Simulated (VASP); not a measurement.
Input:

```yaml
crystal:
  lattice:
    - [0.00000, 2.69125, 2.69125]
    - [2.69125, 0.00000, 2.69125]
    - [2.69125, 2.69125, 0.00000]
  atoms:
    - { symbol: Zn, position: [0.00000, 0.00000, 0.00000] }
    - { symbol: S, position: [0.25000, 0.25000, 0.25000] }
```

Method: r2SCAN meta-GGA, VASP's PBE PAW potentials (set 64) (plane waves; VASP). Settings: 400 eV cut-off, 11×11×11 Γ-centred mesh, Gaussian smearing of 0.010 eV, potentials Zn S.

Question: Estimate the energy per atom (σ→0), band gap (on the k-mesh) with the smallest direct gap where there is one.

Answer: 
| Item | Value |
|---|---|
| band gap (on the k-mesh) | 2.73 eV |
| smallest direct gap (on the k-mesh) | 2.73 eV |
| energy per atom (σ→0) | -9.430 eV/atom |

Total energies compare only between runs with the same potentials, cut-off and functional.

The compound is ZnS in the zinc blende structure. It was relaxed first.
